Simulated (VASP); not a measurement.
Output of a VASP run:

**OSZICAR**
```
       N       E                     dE             d eps       ncg     rms          rms(c)
DAV:   1     0.822614483579E+02    0.82261E+02   -0.95046E+03   528   0.186E+03
DAV:   2    -0.335388223196E+01   -0.85615E+02   -0.83279E+02   550   0.330E+02
DAV:   3    -0.973851086080E+01   -0.63846E+01   -0.63479E+01   665   0.763E+01
DAV:   4    -0.985310220508E+01   -0.11459E+00   -0.11455E+00   602   0.113E+01
DAV:   5    -0.985529117098E+01   -0.21890E-02   -0.21888E-02   658   0.130E+00    0.300E+00
DAV:   6    -0.967084475559E+01    0.18445E+00   -0.26803E-01   804   0.100E+01    0.176E+00
DAV:   7    -0.962933746039E+01    0.41507E-01   -0.74399E-02   667   0.221E+00    0.520E-01
DAV:   8    -0.962612184012E+01    0.32156E-02   -0.94197E-03   595   0.129E+00    0.997E-02
DAV:   9    -0.962609887212E+01    0.22968E-04   -0.77144E-04   633   0.364E-01    0.447E-02
DAV:  10    -0.962610286405E+01   -0.39919E-05   -0.40571E-05   777   0.786E-02    0.237E-02
DAV:  11    -0.962610788406E+01   -0.50200E-05   -0.66825E-06   590   0.433E-02    0.178E-03
DAV:  12    -0.962610776656E+01    0.11749E-06   -0.42071E-07   335   0.102E-02
   1 F= -.96261078E+01 E0= -.96261078E+01  d E =-.962611E+01
       N       E                     dE             d eps       ncg     rms          rms(c)
DAV:   1    -0.978341771848E+01   -0.15731E+00   -0.19920E+00   665   0.281E+01    0.227E+00
DAV:   2    -0.966201098572E+01    0.12141E+00   -0.24175E-01   635   0.135E+01    0.100E+00
DAV:   3    -0.963309606512E+01    0.28915E-01   -0.30240E-02   680   0.354E+00    0.252E-01
DAV:   4    -0.963004961635E+01    0.30464E-02   -0.30071E-03   594   0.756E-01    0.791E-02
DAV:   5    -0.962962152883E+01    0.42809E-03   -0.23970E-04   655   0.229E-01    0.183E-02
DAV:   6    -0.962961431032E+01    0.72185E-05   -0.11952E-05   784   0.405E-02    0.106E-02
DAV:   7    -0.962961423738E+01    0.72937E-07   -0.15232E-06   310   0.225E-02
   2 F= -.96296142E+01 E0= -.96296142E+01  d E =-.350647E-02
       N       E                     dE             d eps       ncg     rms          rms(c)
DAV:   1    -0.964606214497E+01   -0.16448E-01   -0.20806E-01   670   0.960E+00    0.709E-01
DAV:   2    -0.963401607145E+01    0.12046E-01   -0.21796E-02   635   0.352E+00    0.324E-01
DAV:   3    -0.963095580359E+01    0.30603E-02   -0.37824E-03   680   0.129E+00    0.704E-02
DAV:   4    -0.963067271494E+01    0.28309E-03   -0.33322E-04   635   0.293E-01    0.246E-02
DAV:   5    -0.963063056106E+01    0.42154E-04   -0.22864E-05   655   0.716E-02    0.676E-03
DAV:   6    -0.963062922501E+01    0.13360E-05   -0.20731E-06   376   0.249E-02    0.370E-03
DAV:   7    -0.963062918215E+01    0.42860E-07   -0.36976E-07   260   0.121E-02
   3 F= -.96306292E+01 E0= -.96306292E+01  d E =-.452142E-02
```

OUTCAR:
```
------------------------ aborting loop because EDIFF is reached ----------------------------------------
  FORCE on cell =-STRESS in cart. coord.  units (eV):
  Direction    XX          YY          ZZ          XY          YZ          ZX
  --------------------------------------------------------------------------------------
  Total        0.0027694      0.0027694      0.0027694     -0.0000000      0.0000000      0.0000000
  in kB        0.1005035      0.1005035      0.1005035     -0.0000000      0.0000000      0.0000000
  external PRESSURE =       0.1005035 kB  Pullay stress =       0.0000000 kB
  volume of cell :       44.15
      direct lattice vectors                 reciprocal lattice vectors
     0.000000000  2.805187488  2.805187488    -0.178241206  0.178241206  0.178241206
     2.805187488  0.000000000  2.805187488     0.178241206 -0.178241206  0.178241206
     2.805187488  2.805187488  0.000000000     0.178241206  0.178241206 -0.178241206
  FREE ENERGIE OF THE ION-ELECTRON SYSTEM (eV)
  ---------------------------------------------------
  free  energy   TOTEN  =        -9.6306291822 eV

  energy  without entropy=       -9.6306291822  energy(sigma->0) =       -9.63062918

 reached required accuracy - stopping structural energy minimisation
```
(Selected blocks of OUTCAR.)

POSCAR:
```
GaAs
1
    0.0000000000     2.8250000000     2.8250000000
    2.8250000000     0.0000000000     2.8250000000
    2.8250000000     2.8250000000     0.0000000000
Ga As
1 1
Direct
  0.0000000000   0.0000000000   0.0000000000
  0.2500000000   0.2500000000   0.2500000000
```

Q: Write an INCAR and KPOINTS that could have produced this output.

A: Several could match; the one computed here: the input of the run itself, LDA (Ceperley-Alder, Perdew-Zunger), plane waves, VASP's LDA PAW potentials (set 64).

**KPOINTS**
```
K-points
0
G
 7 7 7
```

INCAR:
```
SYSTEM  =  GaAs
PREC  =  Accurate; ENCUT  =  520; LREAL  =  F
LASPH  =  T
EDIFF  =  1E-6; NELM  =  100; ALGO  =  Normal
LMAXMIX  =  4
ISMEAR  =  0; SIGMA  =  0.05
IBRION  =  2; NSW  =  60; ISIF  =  3
EDIFFG  =  -0.01
LWAVE  =  F; LCHARG  =  F
```

POTCAR, in this order: Ga_d As (LDA.64 set). Program: vasp_std.

Energy and stress use the plane-wave basis of the starting cell.

The compound is GaAs in the zinc blende structure. This run relaxes it. Symmetry was kept, so distortions that lower it aren't found.
